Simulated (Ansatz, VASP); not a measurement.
# TiTe2: VASP beside Ansatz

Aim: how closely do two programs agree when they are given the same cell, functional and k mesh? The cell is taken from a series of runs on this material, whose earlier steps may have relaxed, scaled, displaced or heated it; both programs get it as it stands.

Calculated with Ansatz 0.2.0; plane waves, with VASP 6.6.1 beside it; zone-centre phonons at PBEsol.

## (1) The structure

The structure is trigonal, space group P-3m1 (No. 164). The conventional cell has a = 3.777 Å, b = 3.777 Å, c = 6.498 Å, α = 90.00°, β = 90.00°, γ = 120.00°. Nearest to Ti lie 6 Te at 2.76 Å. Te has 3 Ti at 2.76 Å nearest. Farther neighbours and most contacts between anions are not listed.

## (2) VASP: zone-centre phonons, PBEsol

Second derivatives magnify differences that forces hide, and they need a tight electronic threshold.

Lines of VASP's logs that name or quote its potential files are left out, and so is its time.

File INCAR:

```
SYSTEM = TiTe2
PREC = Accurate
ENCUT = 500
EDIFF = 1E-08
NELM = 120
ISMEAR = 1
SIGMA = 0.2
LREAL = .FALSE.
ALGO = Normal
GGA = PS
NBANDS = 18
LASPH = .TRUE.
LORBIT = 11
LWAVE = .FALSE.
LCHARG = .FALSE.
ISIF = 2
IBRION = 8
GGA_COMPAT = .FALSE.
KPAR = 2
```

File POSCAR:

```
TiTe2
1.0
    3.7770000000      0.0000000000      0.0000000000
   -1.8885000000      3.2709779501      0.0000000000
    0.0000000000      0.0000000000      6.4980000000
Ti Te
1 2
Direct
    0.0000000000      0.0000000000      0.0000000000
    0.6666666667      0.3333333333      0.2608048916
    0.3333333333      0.6666666667      0.7391951084
```

File KPOINTS:

```
Automatic mesh
0
Gamma
15 15 8
0 0 0
```

The projector-augmented-wave data sets are Ti_sv and Te (PBE family, release 64).

Command:

```bash
$ mpirun -np 2 vasp_std
```

Numbers of over 12 decimals in the logs are rounded to 6 here.

Log:

```text
[banner, memory and clock lines left out]
running    2 mpi-ranks, on    1 nodes
 distrk:  each k-point on    1 cores,    2 groups
 distr:  one band on    1 cores,    1 groups

 POSCAR found type information on POSCAR TiTe
 POSCAR found :  2 types and       3 ions
|                                                                             |
|               ----> ADVICE to this user running VASP <----                  |
|                                                                             |
|     You enforced a specific xc type in the INCAR file but a different       |
|     [... a line on the potential file left out ...]
|     I HOPE YOU KNOW WHAT YOU ARE DOING!                                     |
|                                                                             |

 LDA part: xc-table for (Slater+PW92), standard interpolation
 POSCAR, INCAR and KPOINTS ok, starting setup
 FFT: planning ... GRIDC
 FFT: planning ... GRID_SOFT
 FFT: planning ... GRID
 WAVECAR not read
 entering main loop
       N       E                     dE             d eps       ncg     rms          rms(c)
DAV:   1     0.172740203556E+03    0.17274E+03   -0.10589E+04  6912   0.120E+03
DAV:   2    -0.345668467169E+01   -0.17620E+03   -0.17256E+03  7328   0.304E+02
DAV:   3    -0.193231807811E+02   -0.15866E+02   -0.15536E+02 10872   0.848E+01
DAV:   4    -0.198815056226E+02   -0.55832E+00   -0.55627E+00  8984   0.148E+01
DAV:   5    -0.199012602330E+02   -0.19755E-01   -0.19746E-01 10404   0.271E+00    0.124E+01
DAV:   6    -0.198328066394E+02    0.68454E-01   -0.39645E+01  8030   0.404E+01    0.141E+01
DAV:   7    -0.177858846289E+02    0.20469E+01   -0.31426E+01  8916   0.338E+01    0.541E+00
DAV:   8    -0.175171832106E+02    0.26870E+00   -0.15214E+00  7996   0.873E+00    0.185E+00
DAV:   9    -0.175363687704E+02   -0.19186E-01   -0.33116E-01  9296   0.368E+00    0.171E+00
DAV:  10    -0.175171837144E+02    0.19185E-01   -0.37064E-01  8524   0.426E+00    0.945E-01
DAV:  11    -0.175106810504E+02    0.65027E-02   -0.38211E-02  8120   0.143E+00    0.447E-01
DAV:  12    -0.175109047303E+02   -0.22368E-03   -0.13789E-03  8036   0.284E-01    0.300E-01
DAV:  13    -0.175106779143E+02    0.22682E-03   -0.85936E-04  9008   0.199E-01    0.719E-02
DAV:  14    -0.175106827055E+02   -0.47912E-05   -0.20865E-05  7694   0.373E-02    0.460E-02
DAV:  15    -0.175106747521E+02    0.79533E-05   -0.10074E-05  8774   0.233E-02    0.370E-02
DAV:  16    -0.175106690974E+02    0.56547E-05   -0.27665E-05  9112   0.346E-02    0.310E-03
DAV:  17    -0.175106692593E+02   -0.16189E-06   -0.71494E-07  7828   0.551E-03    0.224E-03
DAV:  18    -0.175106693219E+02   -0.62572E-07   -0.47850E-08  8568   0.154E-03    0.112E-03
DAV:  19    -0.175106693564E+02   -0.34456E-07   -0.11134E-08  4440   0.704E-04    0.470E-04
DAV:  20    -0.175106693565E+02   -0.19554E-09   -0.44456E-09  4154   0.598E-04
   1 F= -.17510669E+02 E0= -.17511085E+02  d E =0.124774E-02
 Linear response reoptimize wavefunctions to high precision
DAV:   1    -0.175106693602E+02   -0.36830E-08   -0.59135E-10  4376   0.171E-04
DAV:   2    -0.175106693602E+02    0.12733E-10   -0.71478E-11  4102   0.853E-05
 Linear response DOF=           4
 Linear response progress:
  Degree of freedom:   1/  4
       N       E                     dE             d eps       ncg     rms          rms(c)
RMM:   1    -0.746576054786E+00   -0.74658E+00    0.12013E+01 17610   0.135E+02
RMM:   2    -0.701124788692E+00    0.45451E-01   -0.45529E-01 30389   0.524E+00    0.197E-01
RMM:   3    -0.697529898603E+00    0.35949E-02   -0.24095E-02 34625   0.115E+00    0.982E-02
RMM:   4    -0.697659937140E+00   -0.13004E-03   -0.15374E-02 41519   0.499E-01    0.372E-02
RMM:   5    -0.698967330557E+00   -0.13074E-02   -0.78867E-04 41385   0.158E-01    0.157E-02
RMM:   6    -0.699385979310E+00   -0.41865E-03   -0.22570E-04 42713   0.688E-02    0.979E-03
RMM:   7    -0.699410519811E+00   -0.24541E-04   -0.38747E-05 41746   0.314E-02    0.251E-03
RMM:   8    -0.699400033277E+00    0.10487E-04   -0.16578E-05 46180   0.156E-02    0.105E-03
RMM:   9    -0.699414885673E+00   -0.14852E-04   -0.77528E-06 45812   0.745E-03    0.249E-04
RMM:  10    -0.699413992431E+00    0.89324E-06   -0.52705E-06 46463   0.419E-03    0.194E-04
RMM:  11    -0.699419359056E+00   -0.53666E-05   -0.39711E-06 46159   0.262E-03    0.618E-05
RMM:  12    -0.699422659361E+00   -0.33003E-05   -0.31121E-06 45744   0.183E-03    0.501E-05
RMM:  13    -0.699420908626E+00    0.17507E-05   -0.26306E-06 45919   0.138E-03    0.339E-05
RMM:  14    -0.699420994303E+00   -0.85677E-07   -0.21004E-06 47591   0.110E-03    0.442E-05
RMM:  15    -0.699420978294E+00    0.16008E-07   -0.17921E-06 47101   0.919E-04    0.573E-05
RMM:  16    -0.699420928586E+00    0.49708E-07   -0.15083E-06 46635   0.795E-04    0.698E-05
RMM:  17    -0.699420618234E+00    0.31035E-06   -0.12543E-06 43016   0.709E-04    0.898E-05
RMM:  18    -0.699420121462E+00    0.49677E-06   -0.10769E-06 40578   0.648E-04    0.119E-04
RMM:  19    -0.699420049321E+00    0.72141E-07   -0.92967E-07 44272   0.576E-04    0.133E-04
RMM:  20    -0.699419974507E+00    0.74814E-07   -0.80620E-07 45306   0.521E-04    0.142E-04
RMM:  21    -0.699420509673E+00   -0.53517E-06   -0.70399E-07 40109   0.495E-04    0.122E-04
 first order change of Fermi-energy  -0.72064E-03
 force on displaced ion       1 direction 1 :  -4.362   0.000   0.000
 Linear response progress:
  Degree of freedom:   2/  4
       N       E                     dE             d eps       ncg     rms          rms(c)
RMM:   1    -0.742992324131E+00   -0.74299E+00    0.20108E+01  6932   0.140E+02
RMM:   2    -0.695677947021E+00    0.47314E-01   -0.40889E-01 11518   0.477E+00    0.219E-01
RMM:   3    -0.692912488273E+00    0.27655E-02   -0.28142E-02 13597   0.112E+00    0.110E-01
RMM:   4    -0.693235262423E+00   -0.32277E-03   -0.17225E-02 15733   0.470E-01    0.508E-02
RMM:   5    -0.694182504272E+00   -0.94724E-03   -0.73308E-04 15866   0.146E-01    0.274E-02
RMM:   6    -0.694595106085E+00   -0.41260E-03   -0.22706E-04 15209   0.733E-02    0.182E-02
RMM:   7    -0.694784405045E+00   -0.18930E-03   -0.55352E-05 14998   0.380E-02    0.301E-03
RMM:   8    -0.694722554106E+00    0.61851E-04   -0.28728E-05 17470   0.188E-02    0.157E-03
RMM:   9    -0.694741191698E+00   -0.18638E-04   -0.18978E-05 17420   0.907E-03    0.838E-04
RMM:  10    -0.694750596724E+00   -0.94050E-05   -0.14726E-05 17932   0.546E-03    0.512E-04
RMM:  11    -0.694766491195E+00   -0.15894E-04   -0.12475E-05 15462   0.416E-03    0.212E-04
RMM:  12    -0.694762717260E+00    0.37739E-05   -0.11073E-05 16956   0.310E-03    0.731E-05
RMM:  13    -0.694762177942E+00    0.53932E-06   -0.89535E-06 18006   0.249E-03    0.683E-05
RMM:  14    -0.694762178895E+00   -0.95324E-09   -0.12428E-05 17370   0.211E-03    0.127E-04
[...]
RMM:  30    -0.694762895153E+00   -0.26419E-07   -0.31542E-06 15313   0.578E-04    0.500E-05
RMM:  31    -0.694762910505E+00   -0.15352E-07   -0.28048E-06 15082   0.543E-04    0.567E-05
RMM:  32    -0.694762889104E+00    0.21402E-07   -0.26885E-06 16916   0.516E-04    0.680E-05
RMM:  33    -0.694762898973E+00   -0.98693E-08   -0.23344E-06 13969   0.484E-04    0.740E-05
RMM:  34    -0.694762908226E+00   -0.92532E-08   -0.22425E-06 11683   0.458E-04    0.804E-05
RMM:  35    -0.694762917739E+00   -0.95127E-08   -0.19796E-06 14782   0.434E-04    0.842E-05
RMM:  36    -0.694762927601E+00   -0.98621E-08   -0.19077E-06 12634   0.411E-04    0.890E-05
RMM:  37    -0.694762934764E+00   -0.71629E-08   -0.16115E-06 14727   0.391E-04    0.932E-05
 first order change of Fermi-energy   0.24334E-02
 force on displaced ion       1 direction 3 :   0.000   0.000 -10.212
 Linear response progress:
  Degree of freedom:   3/  4
       N       E                     dE             d eps       ncg     rms          rms(c)
RMM:   1    -0.435173755775E-01   -0.43517E-01    0.12528E-02 78314   0.111E+00
RMM:   2    -0.420032300183E-01    0.15141E-02   -0.34529E-03 65639   0.333E-01    0.800E-02
RMM:   3    -0.421448207265E-01   -0.14159E-03   -0.88639E-04 76853   0.141E-01    0.446E-02
RMM:   4    -0.422157389452E-01   -0.70918E-04   -0.14626E-04 81222   0.509E-02    0.324E-02
RMM:   5    -0.423285776325E-01   -0.11284E-03   -0.32085E-05 71363   0.304E-02    0.288E-03
RMM:   6    -0.423210382865E-01    0.75393E-05   -0.78841E-06 81023   0.126E-02    0.184E-03
RMM:   7    -0.423208560856E-01    0.18220E-06   -0.25562E-06 80420   0.585E-03    0.134E-03
RMM:   8    -0.423209987446E-01   -0.14266E-06   -0.70554E-07 79477   0.290E-03    0.546E-04
RMM:   9    -0.423208318717E-01    0.16687E-06   -0.74932E-07 85597   0.144E-03    0.195E-04
RMM:  10    -0.423206367981E-01    0.19507E-06   -0.65243E-08 87339   0.690E-04    0.737E-05
RMM:  11    -0.423206426327E-01   -0.58347E-08   -0.22884E-07 85536   0.363E-04    0.225E-05
RMM:  12    -0.423206215248E-01    0.21108E-07   -0.71208E-09 87716   0.211E-04    0.979E-06
RMM:  13    -0.423206397465E-01   -0.18222E-07   -0.12327E-07 85382   0.132E-04    0.277E-06
RMM:  14    -0.423206343504E-01    0.53960E-08   -0.35868E-08 88586   0.910E-05    0.143E-06
 first order change of Fermi-energy   0.56763E-04
 force on displaced ion       2 direction 1 :  -3.345   0.000   0.000
 Linear response progress:
  Degree of freedom:   4/  4
       N       E                     dE             d eps       ncg     rms          rms(c)
RMM:   1    -0.651921787254E-01   -0.65192E-01    0.35273E-02 16621   0.126E+00
RMM:   2    -0.631412324621E-01    0.20509E-02   -0.38133E-03 14517   0.347E-01    0.149E-01
RMM:   3    -0.633583575065E-01   -0.21713E-03   -0.12038E-03 13887   0.238E-01    0.127E-01
RMM:   4    -0.632332123760E-01    0.12515E-03   -0.43819E-04 13537   0.159E-01    0.597E-02
RMM:   5    -0.632648604483E-01   -0.31648E-04   -0.11707E-04 16312   0.579E-02    0.427E-02
RMM:   6    -0.633286456685E-01   -0.63785E-04   -0.29512E-05 15453   0.335E-02    0.521E-03
RMM:   7    -0.633272248356E-01    0.14208E-05   -0.10455E-05 17147   0.155E-02    0.429E-03
RMM:   8    -0.633258353171E-01    0.13895E-05   -0.27714E-06 17561   0.704E-03    0.238E-03
RMM:   9    -0.633251634713E-01    0.67185E-06   -0.18322E-06 16056   0.350E-03    0.106E-03
RMM:  10    -0.633259023105E-01   -0.73884E-06   -0.94438E-07 16651   0.205E-03    0.148E-04
RMM:  11    -0.633257499768E-01    0.15233E-06    0.17365E-08 16996   0.936E-04    0.720E-05
RMM:  12    -0.633258383093E-01   -0.88332E-07   -0.35067E-07 18053   0.444E-04    0.337E-05
RMM:  13    -0.633257948186E-01    0.43491E-07    0.17269E-08 17354   0.242E-04    0.223E-05
RMM:  14    -0.633257975625E-01   -0.27438E-08   -0.17438E-07 18077   0.140E-04    0.239E-05
RMM:  15    -0.633258027223E-01   -0.51598E-08   -0.69415E-09 17038   0.102E-04    0.523E-06
 first order change of Fermi-energy   0.16125E+00
 force on displaced ion       2 direction 3 :   0.000  -0.000  -7.000
 Linear response finished
```

From OUTCAR (step 2):

```text
ion  position               nearest neighbor table
   1  0.000  0.000  0.000-   2 2.76   3 2.76   2 2.76   3 2.76   2 2.76   3 2.76
   2  0.667  0.333  0.261-   1 2.76   1 2.76   1 2.76
   3  0.333  0.667  0.739-   1 2.76   1 2.76   1 2.76

  LATTYP: Found a hexagonal cell.
 ALAT       =     3.7770000000
 C/A-ratio  =     1.7204130262

 Subroutine GETGRP returns: Found 12 space group operations
 (whereof 12 operations were pure point group operations)

The static configuration has the point symmetry D_3d.

 Found    192 irreducible k-points:

   k-points           NKPTS =    192   k-points in BZ     NKDIM =    192   number of bands    NBANDS=     18

   dimension x,y,z NGX =    28 NGY =   28 NGZ =   48
   dimension x,y,z NGXF=    56 NGYF=   56 NGZF=   96

   ENCUT  =  500.0 eV  36.75 Ry    6.06 a.u.   6.89  6.89 11.85*2*pi/ulx,y,z

   NELECT =      24.0000    total number of electrons

 k-points in reciprocal lattice and weights: Automatic mesh
   0.00000000  0.00000000  0.00000000       0.001
   0.06666667  0.00000000  0.00000000       0.003
   0.13333333 -0.00000000  0.00000000       0.003
   0.20000000  0.00000000  0.00000000       0.003
   0.26666667 -0.00000000  0.00000000       0.003
   0.33333333 -0.00000000  0.00000000       0.003
   0.40000000  0.00000000  0.00000000       0.003
   0.46666667  0.00000000  0.00000000       0.003
   0.06666667  0.06666667  0.00000000       0.003
[...]
0.33333333  0.26666667  0.50000000       0.007
   0.33333333  0.33333333  0.50000000       0.001

 average (electrostatic) potential at core
       1 -74.5972       2 -87.2253       3 -87.2253

  Total       -1.1225485     -1.1225485     -0.4632440      0.0000000      0.0000000      0.0000000
  in kB      -22.4032681    -22.4032681     -9.2451947      0.0000000      0.0000000      0.0000000
  external PRESSURE =     -18.0172436 kB  Pullay stress =       0.0000000 kB

  energy-cutoff  :      500.00
  volume of cell :       80.28
      direct lattice vectors                 reciprocal lattice vectors
     3.777000000  0.000000000  0.000000000     0.264760392  0.152859484  0.000000000
    -1.888500000  3.270977950  0.000000000     0.000000000  0.305718967  0.000000000
     0.000000000  0.000000000  6.498000000     0.000000000  0.000000000  0.153893506

 POSITION                                       TOTAL-FORCE (eV/Angst)
 -----------------------------------------------------------------------------------
      0.00000      0.00000      0.00000        -0.000000      0.000000     -0.000000
      1.88850      1.09033      1.69471        -0.000000      0.000000      0.019298
     -0.00000      2.18065      4.80329         0.000000      0.000000     -0.019298
 -----------------------------------------------------------------------------------
    total drift:                                0.000000      0.000000     -0.000000

 Eigenvectors and eigenvalues of the dynamical matrix
 ----------------------------------------------------

   1 f  =    7.864385 THz    49.413390 2PiTHz  262.327654 cm-1    32.524469 meV
             X         Y         Z           dx          dy          dz
      0.000000  0.000000  0.000000    -0.000000   -0.000000    0.918052
      1.888500  1.090326  1.694710    -0.000000   -0.000000   -0.280340
     -0.000000  2.180652  4.803290     0.000000    0.000000   -0.280340

   2 f  =    5.142069 THz    32.308574 2PiTHz  171.520969 cm-1    21.265880 meV
             X         Y         Z           dx          dy          dz
      0.000000  0.000000  0.000000     0.000000   -0.917649   -0.000000
      1.888500  1.090326  1.694710    -0.000000    0.280999   -0.000000
     -0.000000  2.180652  4.803290    -0.000000    0.280999    0.000000

   3 f  =    5.142069 THz    32.308574 2PiTHz  171.520969 cm-1    21.265880 meV
             X         Y         Z           dx          dy          dz
      0.000000  0.000000  0.000000     0.917649    0.000000    0.000000
      1.888500  1.090326  1.694710    -0.280999   -0.000000   -0.000000
     -0.000000  2.180652  4.803290    -0.280999   -0.000000   -0.000000

   4 f  =    4.134450 THz    25.977516 2PiTHz  137.910411 cm-1    17.098704 meV
             X         Y         Z           dx          dy          dz
      0.000000  0.000000  0.000000     0.000000    0.000000    0.000000
      1.888500  1.090326  1.694710    -0.000000   -0.000000   -0.707107
     -0.000000  2.180652  4.803290     0.000000    0.000000    0.707107

   5 f  =    2.939208 THz    18.467590 2PiTHz   98.041435 cm-1    12.155583 meV
             X         Y         Z           dx          dy          dz
      0.000000  0.000000  0.000000    -0.000000    0.000000   -0.000000
      1.888500  1.090326  1.694710     0.000032   -0.707107    0.000000
     -0.000000  2.180652  4.803290    -0.000032    0.707107   -0.000000

   6 f  =    2.939208 THz    18.467590 2PiTHz   98.041435 cm-1    12.155583 meV
             X         Y         Z           dx          dy          dz
      0.000000  0.000000  0.000000    -0.000000   -0.000000   -0.000000
      1.888500  1.090326  1.694710    -0.707107   -0.000032    0.000000
     -0.000000  2.180652  4.803290     0.707107    0.000032   -0.000000

   7 f/i=    0.000404 THz     0.002539 2PiTHz    0.013479 cm-1     0.001671 meV
             X         Y         Z           dx          dy          dz
      0.000000  0.000000  0.000000    -0.037285    0.395639   -0.000000
      1.888500  1.090326  1.694710    -0.060881    0.646013   -0.000000
     -0.000000  2.180652  4.803290    -0.060881    0.646013   -0.000000

   8 f/i=    0.000404 THz     0.002539 2PiTHz    0.013479 cm-1     0.001671 meV
             X         Y         Z           dx          dy          dz
      0.000000  0.000000  0.000000    -0.395639   -0.037285    0.000000
      1.888500  1.090326  1.694710    -0.646013   -0.060881    0.000000
     -0.000000  2.180652  4.803290    -0.646013   -0.060881    0.000000

   9 f/i=    0.008604 THz     0.054061 2PiTHz    0.287002 cm-1     0.035584 meV
             X         Y         Z           dx          dy          dz
      0.000000  0.000000  0.000000    -0.000000   -0.000000   -0.396460
      1.888500  1.090326  1.694710    -0.000000   -0.000000   -0.649161
     -0.000000  2.180652  4.803290    -0.000000   -0.000000   -0.649161

 ELASTIC MODULI CONTR FROM IONIC RELAXATION (kBar)
 Direction    XX          YY          ZZ          XY          YZ          ZX
 --------------------------------------------------------------------------------
 XX        -240.2225   -157.6318   -368.7349      0.0000   -134.6327      0.0000
 YY        -157.6318   -240.2225   -368.7349     -0.0000    134.6327     -0.0000
 ZZ        -368.7349   -368.7349   -683.4936     -0.0000      0.0000     -0.0000
 XY           0.0000     -0.0000     -0.0000    -41.2954      0.0000   -112.2000
 YZ        -134.6327    134.6327      0.0000      0.0000   -438.9345      0.0000
 ZX           0.0000     -0.0000     -0.0000   -112.2000      0.0000   -304.8490
 --------------------------------------------------------------------------------
```

This run has no spin polarisation, so a moment on Ti, if there is one, isn't seen.

[end of part 1 of 2]

[Lines on the potential files, build, host, timing and source positions are cut from VASP's logs without a mark.]

[Logs are printed without paths, hosts, clocks, repeated set-up lines and the standing remarks that a program may print on its own settings, such as how far it seeks lower states.]

[Hosts, paths, dates, database ids (printed as entryN), source tags and the programs' standing remarks are cut or masked in the printed files.]
